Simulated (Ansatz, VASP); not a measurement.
HfZrSe4 in VASP and in Ansatz

```
Zr Hf Se
1.0
     4.63712    0.00000    0.00000
     0.00000    4.63712    0.00000
     0.00000    0.00000    6.61499
Zr Hf Se
1 1 4
Cartesian
  2.3186 2.3186 3.3075
  0.0000 0.0000 0.0000
  2.3186 0.0000 4.9743
  0.0000 2.3186 1.6407
  2.3186 0.0000 1.6407
  0.0000 2.3186 4.9743
```

Change from the starting cell: species swapped into the NaErF4 type (P4/mmm, No. 123).

Alike in both runs: functional PBE; k mesh 4 × 4 × 4; occupations gaussian, width 0.1 eV; no spin polarisation.

Ansatz relaxed the structure, and its values are those at the end. VASP's run is a single point on that final structure, the one shown.

```csv
,VASP,Ansatz
version,VASP 6.6.1,Ansatz 0.2.0
potentials or method,"VASP PAW PBE potentials, release 64 (Zr_sv, Hf_pv, Se)","scalar-relativistic, plane waves, PAW"
plane-wave cutoff (eV),520,420
valence electrons in the cell,46,102
```

|  | VASP | Ansatz | Ansatz less VASP |
| --- | --- | --- | --- |
| gap on the k mesh at the Fermi level (eV) | none | none | - |
| pressure (GPa) | -0.3 | -0.2 | +0.15 |
| rms of the force components (eV/Å) | 0.012 | 0.002 | -0.0105 |

A gap of «none» marks a metal or a gap that the smearing closes. The functional is the same, so the differences come from potentials, cutoffs and numerics. The two sets of potentials don't hold the same shells in valence.

The runs have no spin-orbit coupling, so splittings on Hf are missing.
